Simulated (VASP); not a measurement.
# Initial- and final-state core-level shifts of Mo9W, part 3 of 3

Aim: how the core levels of Mo9W differ from atom to atom, with and without the screening of the hole.

VASP 6.6.1, plane waves and PAW; the level of theory is named at each step.

So far. Step 2 (Relaxation): The forces on the free atoms are under 0.05 eV/Å.

### 4. Core hole, atom Mo5

This step: final-state core hole with the electron kept at the Fermi level, PBEsol; plane waves and PAW (Mo_sv, W, Mo_sv) (VASP 6.6.1).

System of this step: Mo9W. The cell holds 20 atoms: 18 Mo and 2 W. Cell: a = 6.320 Å, b = 6.320 Å, c = 20.320 Å, α = 90.0°, β = 90.0°, γ = 90.0°. It derives from Mo. W replaces host atoms (quarter in the top layer, both faces). Vacuum lies along c.

A core electron of Mo5 (3d) is moved to the Fermi level; this atom comes first in POSCAR as a species of its own.

The input, INCAR:

```
SYSTEM = Mo9W
PREC = Normal
ENCUT = 330
EDIFF = 1E-05
NELM = 120
ISMEAR = 0
SIGMA = 0.1
LREAL = Auto
ALGO = Fast
GGA = PS
NBANDS = 163
LASPH = .TRUE.
LWAVE = .FALSE.
LCHARG = .FALSE.
NCORE = 8
ICORELEVEL = 2
CLNT = 1
CLN = 3
CLL = 2
CLZ = 1
ISIF = 0
```

The input, POSCAR:

```
Mo9W
1.0
    6.3200000000      0.0000000000      0.0000000000
    0.0000000000      6.3200000000      0.0000000000
    0.0000000000      0.0000000000     20.3200000000
Mo W Mo
1 2 17
Direct
    0.5000000000      0.5000000000      0.6457327448
    0.0000000000      0.0000000000      0.6435836181
    0.0000000000      0.0000000000      0.3564163819
    0.5000000000      0.0000000000      0.6455333685
    0.0000000000      0.5000000000      0.6455333685
    0.2507229679      0.2507229679      0.5783979177
    0.7492770321      0.2507229679      0.5783979177
    0.2507229679      0.7492770321      0.5783979177
    0.7492770321      0.7492770321      0.5783979177
    0.0000000000      0.0000000000      0.5000000000
    0.5000000000      0.0000000000      0.5000000000
    0.0000000000      0.5000000000      0.5000000000
    0.5000000000      0.5000000000      0.5000000000
    0.2507229679      0.2507229679      0.4216020823
    0.7492770321      0.2507229679      0.4216020823
    0.2507229679      0.7492770321      0.4216020823
    0.7492770321      0.7492770321      0.4216020823
    0.5000000000      0.0000000000      0.3544666315
    0.0000000000      0.5000000000      0.3544666315
    0.5000000000      0.5000000000      0.3542672552
```

The input, KPOINTS:

```
Automatic mesh
0
Gamma
3 3 1
0 0 0
```

PAW data sets: Mo_sv, W and Mo_sv (PBE family, release 64).

Started as:

```
$ mpirun -np 8 vasp_std
```

What it wrote:

```text
[banner, memory and clock lines left out]
running    8 mpi-ranks, on    1 nodes
 distrk:  each k-point on    8 cores,    1 groups
 distr:  one band on    8 cores,    1 groups

 POSCAR found type information on POSCAR MoW Mo
 POSCAR found :  3 types and      20 ions
 [... a notice as in an earlier step ...]

 [... a notice as in an earlier step ...]

 LDA part: xc-table for (Slater+PW92), standard interpolation
 POSCAR, INCAR and KPOINTS ok, starting setup
 FFT: planning ... GRIDC
 FFT: planning ... GRID_SOFT
 FFT: planning ... GRID
 WAVECAR not read
 entering main loop
       N       E                     dE             d eps       ncg     rms          rms(c)
DAV:   1     0.176355935361E+04    0.17636E+04   -0.14421E+05  1370   0.106E+03
DAV:   2    -0.399372608324E+03   -0.21629E+04   -0.20862E+04  1100   0.377E+02
DAV:   3    -0.494984835045E+03   -0.95612E+02   -0.91730E+02  1324   0.632E+01
DAV:   4    -0.498534155595E+03   -0.35493E+01   -0.34708E+01  1252   0.955E+00
DAV:   5    -0.498699097357E+03   -0.16494E+00   -0.16346E+00  1348   0.166E+00    0.927E+01
RMM:   6    -0.529026331655E+03   -0.30327E+02   -0.16522E+02  1331   0.222E+01    0.444E+01
RMM:   7    -0.558944624713E+03   -0.29918E+02   -0.19388E+02  1320   0.233E+01    0.546E+01
RMM:   8    -0.497737460936E+03    0.61207E+02   -0.59348E+01  1245   0.128E+01    0.291E+01
RMM:   9    -0.469162189773E+03    0.28575E+02   -0.21693E+01  1113   0.888E+00    0.241E+01
RMM:  10    -0.469700596845E+03   -0.53841E+00   -0.62957E+00  1464   0.286E+00    0.242E+01
RMM:  11    -0.469368215735E+03    0.33238E+00   -0.11533E+00  1293   0.177E+00    0.248E+01
RMM:  12    -0.469323264164E+03    0.44952E-01   -0.35819E-01  1440   0.653E-01    0.244E+01
RMM:  13    -0.469404476215E+03   -0.81212E-01   -0.14675E-01  1421   0.442E-01    0.247E+01
RMM:  14    -0.470225401523E+03   -0.82093E+00   -0.12408E+00  1539   0.192E+00    0.240E+01
RMM:  15    -0.472370593893E+03   -0.21452E+01   -0.43179E+00  1619   0.312E+00    0.240E+01
RMM:  16    -0.478832579219E+03   -0.64620E+01   -0.94460E+00  1663   0.413E+00    0.306E+01
RMM:  17    -0.486256302807E+03   -0.74237E+01   -0.70646E+00  1572   0.337E+00    0.350E+01
RMM:  18    -0.493204011635E+03   -0.69477E+01   -0.44429E+00  1563   0.276E+00    0.380E+01
RMM:  19    -0.490201127866E+03    0.30029E+01   -0.10461E+00  1527   0.193E+00    0.356E+01
RMM:  20    -0.486890717481E+03    0.33104E+01   -0.42250E-01  1536   0.114E+00    0.336E+01
RMM:  21    -0.486069097318E+03    0.82162E+00   -0.20713E-01  1440   0.785E-01    0.337E+01
RMM:  22    -0.483263365706E+03    0.28057E+01   -0.42233E-01  1531   0.862E-01    0.317E+01
RMM:  23    -0.481637455649E+03    0.16259E+01   -0.31347E-01  1506   0.605E-01    0.304E+01
RMM:  24    -0.480263498253E+03    0.13740E+01   -0.17163E-01  1511   0.493E-01    0.293E+01
RMM:  25    -0.479025546783E+03    0.12380E+01   -0.16619E-01  1529   0.459E-01    0.284E+01
RMM:  26    -0.473716186935E+03    0.53094E+01   -0.26953E+00  1626   0.206E+00    0.230E+01
RMM:  27    -0.472962895405E+03    0.75329E+00   -0.78713E-01  1530   0.822E-01    0.219E+01
RMM:  28    -0.471259073024E+03    0.17038E+01   -0.73942E-01  1570   0.109E+00    0.190E+01
RMM:  29    -0.470684696334E+03    0.57438E+00   -0.63388E-01  1533   0.632E-01    0.176E+01
RMM:  30    -0.470621270106E+03    0.63426E-01   -0.53578E-02  1447   0.290E-01    0.173E+01
[...]
RMM:  57    -0.467337216842E+03    0.82843E-04   -0.79843E-04  1268   0.327E-02    0.376E-01
RMM:  58    -0.467337774161E+03   -0.55732E-03   -0.20201E-03  1518   0.778E-02    0.377E-01
RMM:  59    -0.467337120463E+03    0.65370E-03   -0.18787E-03  1531   0.949E-02    0.181E-01
RMM:  60    -0.467337230821E+03   -0.11036E-03   -0.77385E-04  1479   0.449E-02    0.171E-01
RMM:  61    -0.467337534339E+03   -0.30352E-03   -0.56839E-04  1458   0.392E-02    0.204E-01
RMM:  62    -0.467338091844E+03   -0.55750E-03   -0.83612E-04  1384   0.441E-02    0.268E-01
RMM:  63    -0.467338181940E+03   -0.90096E-04   -0.24217E-04  1132   0.161E-02    0.287E-01
RMM:  64    -0.467337605889E+03    0.57605E-03   -0.16030E-04  1158   0.207E-02    0.232E-01
RMM:  65    -0.467337125640E+03    0.48025E-03   -0.54110E-04  1300   0.285E-02    0.155E-01
RMM:  66    -0.467336950923E+03    0.17472E-03   -0.50480E-04  1280   0.222E-02    0.103E-01
RMM:  67    -0.467336919937E+03    0.30986E-04   -0.15957E-04  1081   0.113E-02    0.828E-02
RMM:  68    -0.467336917747E+03    0.21904E-05   -0.28301E-05   704   0.607E-03
   1 F= -.46733692E+03 E0= -.46725487E+03  d E =-.164092E+00
```

It took 59 s on 8 MPI ranks of Intel Xeon 6975P-C (Granite Rapids), shared host; peak memory 1.1 GiB.

From OUTCAR (step 4):

```text
 Subroutine GETGRP returns: Found  8 space group operations
 (whereof  8 operations were pure point group operations)

The static configuration has the point symmetry C_4v.

 Found      3 irreducible k-points:

   NELECT =     265.0000    total number of electrons

 the core state eigenenergies are
   1-  1s -19857.5863  2s  -2835.7009  2p  -2539.3377  3s   -495.9086  3p   -398.5735
       3d   -241.8778
   2-  1s -69460.5736  2s -11981.3330  2p -10474.9276  3s  -2754.0527  3p  -2308.1650
       3d  -1796.1215  4s   -562.5336  4p   -416.3173  4d   -231.1931  4f    -26.0796
       5s    -71.7254  5p    -35.9214
   3-  1s -69460.5281  2s -11981.2865  2p -10474.8811  3s  -2754.0090  3p  -2308.1213
       3d  -1796.0772  4s   -562.4939  4p   -416.2780  4d   -231.1541  4f    -26.0423
       5s    -71.6963  5p    -35.8980
   4-  1s -19813.7388  2s  -2793.7738  2p  -2496.7883  3s   -470.9474  3p   -373.6543
       3d   -215.4715
   5-  1s -19813.7388  2s  -2793.7738  2p  -2496.7883  3s   -470.9474  3p   -373.6543
       3d   -215.4715
   6-  1s -19813.8229  2s  -2793.9903  2p  -2496.9925  3s   -471.1712  3p   -373.8782
       3d   -215.7025
   7-  1s -19813.8229  2s  -2793.9903  2p  -2496.9925  3s   -471.1712  3p   -373.8782
       3d   -215.7025
   8-  1s -19813.8229  2s  -2793.9903  2p  -2496.9925  3s   -471.1712  3p   -373.8782
       3d   -215.7025
   9-  1s -19813.8229  2s  -2793.9903  2p  -2496.9925  3s   -471.1712  3p   -373.8782
       3d   -215.7025
  10-  1s -19814.0014  2s  -2794.1674  2p  -2497.1699  3s   -471.3406  3p   -374.0475
       3d   -215.8724
  11-  1s -19814.0316  2s  -2794.1957  2p  -2497.1984  3s   -471.3649  3p   -374.0718
       3d   -215.8969
  12-  1s -19814.0316  2s  -2794.1957  2p  -2497.1984  3s   -471.3649  3p   -374.0718
       3d   -215.8969
  13-  1s -19814.0440  2s  -2794.2006  2p  -2497.2039  3s   -471.3705  3p   -374.0774
       3d   -215.9020
  14-  1s -19813.7513  2s  -2793.9174  2p  -2496.9194  3s   -471.1076  3p   -373.8146
       3d   -215.6380
  15-  1s -19813.7513  2s  -2793.9174  2p  -2496.9194  3s   -471.1076  3p   -373.8146
       3d   -215.6380
  16-  1s -19813.7513  2s  -2793.9174  2p  -2496.9194  3s   -471.1076  3p   -373.8146
       3d   -215.6380
  17-  1s -19813.7513  2s  -2793.9174  2p  -2496.9194  3s   -471.1076  3p   -373.8146
       3d   -215.6380
  18-  1s -19813.7746  2s  -2793.8144  2p  -2496.8283  3s   -470.9924  3p   -373.6993
       3d   -215.5164
  19-  1s -19813.7746  2s  -2793.8144  2p  -2496.8283  3s   -470.9924  3p   -373.6993
       3d   -215.5164
  20-  1s -19813.7261  2s  -2793.7598  2p  -2496.7741  3s   -470.9406  3p   -373.6475
       3d   -215.4639

 E-fermi :   2.1466

 k-point     1 :       0.0000    0.0000    0.0000
  band No.  band energies     occupation
    ...
    127       1.8706      1.99991
    128       1.8977      1.99957
    129       1.8977      1.99957
    130       2.0478      1.83763
    131       2.0649      1.75214
    132       2.2598      0.10947
    133       2.2598      0.10947
    134       2.2745      0.07058
    135       2.6109      0.00000
    136       2.6109      0.00000
    ...

 k-point     2 :       0.3333    0.0000    0.0000
  band No.  band energies     occupation
    ...
    127       1.6824      2.00000
    128       1.9007      1.99950
    129       1.9059      1.99934
    130       2.0798      1.65555
    131       2.1882      0.55688
    132       2.2064      0.39773
    133       2.2800      0.05922
    134       2.3416      0.00582
    135       2.3523      0.00363
    136       2.4965      0.00000
    ...

 POSITION                                       TOTAL-FORCE (eV/Angst)
 -----------------------------------------------------------------------------------
      3.16000      3.16000     13.12129         0.000000     -0.000000     -0.619675
      0.00000      0.00000     13.07762         0.000000     -0.000000     -0.358253
      0.00000      0.00000      7.24238         0.000000     -0.000000     -0.136024
      3.16000      0.00000     13.11724         0.000000     -0.000000     -0.174036
      0.00000      3.16000     13.11724         0.000000     -0.000000     -0.174036
      1.58457      1.58457     11.75305        -0.019132     -0.019132      0.322348
      4.73543      1.58457     11.75305         0.019132     -0.019132      0.322348
      1.58457      4.73543     11.75305        -0.019132      0.019132      0.322348
      4.73543      4.73543     11.75305         0.019132      0.019132      0.322348
      0.00000      0.00000     10.16000         0.000000     -0.000000     -0.288587
      3.16000      0.00000     10.16000         0.000000     -0.000000      0.066440
      0.00000      3.16000     10.16000         0.000000     -0.000000      0.066440
      3.16000      3.16000     10.16000         0.000000     -0.000000      0.083487
      1.58457      1.58457      8.56695         0.013695      0.013695      0.062805
      4.73543      1.58457      8.56695        -0.013695      0.013695      0.062805
      1.58457      4.73543      8.56695         0.013695     -0.013695      0.062805
      4.73543      4.73543      8.56695        -0.013695     -0.013695      0.062805
      3.16000      0.00000      7.20276         0.000000     -0.000000      0.021056
      0.00000      3.16000      7.20276         0.000000     -0.000000      0.021056
      3.16000      3.16000      7.19871         0.000000     -0.000000     -0.048480
 -----------------------------------------------------------------------------------
    total drift:                                0.000000      0.000000      0.022578

  FREE ENERGIE OF THE ION-ELECTRON SYSTEM (eV)
  ---------------------------------------------------
  free  energy   TOTEN  =      -467.3369177468 eV

  energy  without entropy=     -467.1728255731  energy(sigma->0) =     -467.25487166

[... 6 parts as in an earlier step ...]

[... 2 further parts left out ...]
```

This run has no spin polarisation.

Numbers from this step:

- free energy (TOTEN): -467.3369 eV
- energy at zero smearing: -467.2549 eV
- Fermi energy: 2.147 eV

This is the reference for holes on Mo.

### 5. Core hole, atom Mo4

The same hole on the next atom.

INCAR is that of step 4.

Changes to POSCAR since step 4:

```diff
@@ -8,3 +8,3 @@
 Direct
-    0.5000000000      0.5000000000      0.6457327448
+    0.0000000000      0.5000000000      0.6455333685
     0.0000000000      0.0000000000      0.6435836181
@@ -12,3 +12,3 @@
     0.5000000000      0.0000000000      0.6455333685
-    0.0000000000      0.5000000000      0.6455333685
+    0.5000000000      0.5000000000      0.6457327448
     0.2507229679      0.2507229679      0.5783979177
```

KPOINTS is that of step 4.

Started as:

```
$ mpirun -np 8 vasp_std
```

What it wrote:

```text
[... set-up lines as in an earlier step ...]
 entering main loop
       N       E                     dE             d eps       ncg     rms          rms(c)
DAV:   1     0.176544942303E+04    0.17654E+04   -0.14405E+05  1848   0.106E+03
DAV:   2    -0.399163955033E+03   -0.21646E+04   -0.20860E+04  1469   0.376E+02
DAV:   3    -0.494688450106E+03   -0.95524E+02   -0.91659E+02  1760   0.634E+01
DAV:   4    -0.498425586563E+03   -0.37371E+01   -0.36489E+01  1712   0.971E+00
[...]
RMM:  68    -0.467318946268E+03    0.22874E-03   -0.24436E-04  1622   0.247E-02    0.639E-02
RMM:  69    -0.467318916536E+03    0.29732E-04   -0.15874E-04  1568   0.144E-02    0.315E-02
RMM:  70    -0.467318913395E+03    0.31411E-05   -0.59831E-05  1362   0.916E-03
   1 F= -.46731891E+03 E0= -.46723923E+03  d E =-.159358E+00
```

Run time: 64 s. Hardware: 8 MPI ranks; peak memory 1.1 GiB; 8.4 min of CPU time.

OUTCAR, selected parts (step 5):

```text
 POSITION                                       TOTAL-FORCE (eV/Angst)
 -----------------------------------------------------------------------------------
      0.00000      3.16000     13.11724        -0.000000      0.000000     -0.655981
      0.00000      0.00000     13.07762        -0.000000      0.000000     -0.152061
      0.00000      0.00000      7.24238        -0.000000      0.000000      0.046044
      3.16000      0.00000     13.11724        -0.000000      0.000000     -0.370077
      3.16000      3.16000     13.12129        -0.000000      0.000000     -0.204700
      1.58457      1.58457     11.75305         0.002787     -0.010476      0.325566
      4.73543      1.58457     11.75305        -0.002787     -0.010476      0.325566
      1.58457      4.73543     11.75305         0.002787      0.010476      0.325566
      4.73543      4.73543     11.75305        -0.002787      0.010476      0.325566
      0.00000      0.00000     10.16000        -0.000000      0.000000      0.073090
      3.16000      0.00000     10.16000        -0.000000      0.000000     -0.239520
      0.00000      3.16000     10.16000        -0.000000      0.000000      0.043588
      3.16000      3.16000     10.16000        -0.000000      0.000000      0.047559
      1.58457      1.58457      8.56695        -0.053024      0.022503      0.044923
[...]
-----------------------------------------------------------------------------------
    total drift:                                0.000000      0.000000      0.015015

  FREE ENERGIE OF THE ION-ELECTRON SYSTEM (eV)
  ---------------------------------------------------
  free  energy   TOTEN  =      -467.3189133947 eV

  energy  without entropy=     -467.1595550982  energy(sigma->0) =     -467.23923425

[... 1 part as in an earlier step ...]

[... 2 further parts left out ...]
[key lines of the parts left out:]
E-fermi :   2.1444
```

Against the hole on Mo5 the energy differs by +0.02 eV.

### 6. Core hole, atom Mo6

The same hole on the next atom.

INCAR is that of step 5.

Changes to POSCAR since step 5:

```diff
@@ -8,3 +8,3 @@
 Direct
-    0.0000000000      0.5000000000      0.6455333685
+    0.2507229679      0.2507229679      0.5783979177
     0.0000000000      0.0000000000      0.6435836181
@@ -12,4 +12,4 @@
     0.5000000000      0.0000000000      0.6455333685
+    0.0000000000      0.5000000000      0.6455333685
     0.5000000000      0.5000000000      0.6457327448
-    0.2507229679      0.2507229679      0.5783979177
     0.7492770321      0.2507229679      0.5783979177
```

KPOINTS is that of step 5.

Started as:

```
$ mpirun -np 8 vasp_std
```

What it wrote:

```text
[... set-up lines as in an earlier step ...]
 entering main loop
       N       E                     dE             d eps       ncg     rms          rms(c)
DAV:   1     0.176265679215E+04    0.17627E+04   -0.14420E+05  1840   0.106E+03
DAV:   2    -0.402541790218E+03   -0.21652E+04   -0.20895E+04  1480   0.377E+02
DAV:   3    -0.494344737944E+03   -0.91803E+02   -0.87566E+02  1736   0.631E+01
DAV:   4    -0.498304140216E+03   -0.39594E+01   -0.38707E+01  1704   0.990E+00
[...]
RMM:  32    -0.466803960742E+03   -0.26165E-04   -0.24333E-06   704   0.230E-03    0.610E-03
RMM:  33    -0.466803979517E+03   -0.18775E-04   -0.19742E-06   663   0.225E-03    0.256E-03
RMM:  34    -0.466803987304E+03   -0.77861E-05   -0.17073E-06   713   0.217E-03
   1 F= -.46680399E+03 E0= -.46671059E+03  d E =-.186795E+00
```

It took 29 s on 8 MPI ranks; peak memory 1.1 GiB; 3.7 min of CPU time.

From OUTCAR (step 6):

```text
 POSITION                                       TOTAL-FORCE (eV/Angst)
 -----------------------------------------------------------------------------------
      1.58457      1.58457     11.75305        -0.065838     -0.065838      0.395020
      0.00000      0.00000     13.07762         0.072314      0.072314     -0.242919
      0.00000      0.00000      7.24238         0.018800      0.018800      0.007543
      3.16000      0.00000     13.11724         0.013116     -0.008289     -0.189199
      0.00000      3.16000     13.11724        -0.008289      0.013116     -0.189199
      3.16000      3.16000     13.12129        -0.014445     -0.014445     -0.203596
      4.73543      1.58457     11.75305        -0.001613     -0.012978     -0.013588
      1.58457      4.73543     11.75305        -0.012978     -0.001613     -0.013588
      4.73543      4.73543     11.75305         0.015296      0.015296      0.234639
      0.00000      0.00000     10.16000         0.002787      0.002787     -0.102165
      3.16000      0.00000     10.16000        -0.011545      0.018175     -0.082637
      0.00000      3.16000     10.16000         0.018175     -0.011545     -0.082637
      3.16000      3.16000     10.16000         0.002134      0.002134     -0.093425
      1.58457      1.58457      8.56695        -0.022456     -0.022456      0.135924
[...]
-----------------------------------------------------------------------------------
    total drift:                                0.000277      0.000277      0.001257

  FREE ENERGIE OF THE ION-ELECTRON SYSTEM (eV)
  ---------------------------------------------------
  free  energy   TOTEN  =      -466.8039873036 eV

  energy  without entropy=     -466.6171924550  energy(sigma->0) =     -466.71058988

[... 2 parts as in an earlier step ...]

[... 1 further part left out ...]
[key lines of the parts left out:]
E-fermi :   2.1584
```

Against the hole on Mo5 the energy differs by +0.54 eV.

### 7. Summary

This step: core-level shifts, PBEsol; plane waves and PAW (VASP 6.6.1).

No new run; the numbers come from the runs before.

A positive shift is a higher binding energy. Cost is wall time times ranks on a shared host. Core-level shifts:

```
atom   region  shell  Kohn-Sham level below the Fermi level (eV)  initial-state shift (eV)  final-state shift (eV)  shifts are from  cost (core minutes)
 Mo5  layer 1     3d                                       217.6                         0                       0              Mo5                 7.87
 Mo4  layer 1     3d                                       217.6                    0.0242                 0.01564              Mo5                 8.53
 Mo6  layer 2     3d                                       217.8                    0.1634                  0.5443              Mo5                 3.87
```

### 8. What came out

```yaml
mo4_3d_layer_1_from_mo5: initial state +0.02 eV, final state +0.02 eV
mo6_3d_layer_2_from_mo5: initial state +0.16 eV, final state +0.54 eV
```

In words: Against Mo5, Mo4 is shifted by +0.02 eV in the initial state and by +0.02 eV with the hole; against Mo5, Mo6 is shifted by +0.16 eV in the initial state and by +0.54 eV with the hole (energies extrapolated to zero smearing). Only these atoms were given a hole, so other sites aren't ranked. The difference of the two pictures holds the screening of the hole, but also the cell's limits: holes repeat 6.3 Å apart, and the electron from the core stays in the cell, where it moves the Fermi energy by -0.04 to -0.03 eV; that is about as much as the final-state shift of Mo4, or more, so there size and sign aren't settled. Cell size, mesh and smearing weren't varied between the hole runs, and no dipole correction was applied to the slab. The other core electrons are frozen, spin-orbit splitting and multiplets are absent, and only shifts between atoms of one element are meaningful. Not tabulated here, as repeats of values shown or as unfit to read for their mesh, reference level or band range: core levels (core hole).

[Lines on the potential files, build, host, timing and source positions are cut from VASP's logs without a mark.]

[Logs are printed without paths, hosts, clocks, repeated set-up lines and the standing remarks that a program may print on its own settings, such as how far it seeks lower states.]

[Hosts, paths, dates, database ids (printed as entryN), source tags and the programs' standing remarks are cut or masked in the printed files.]
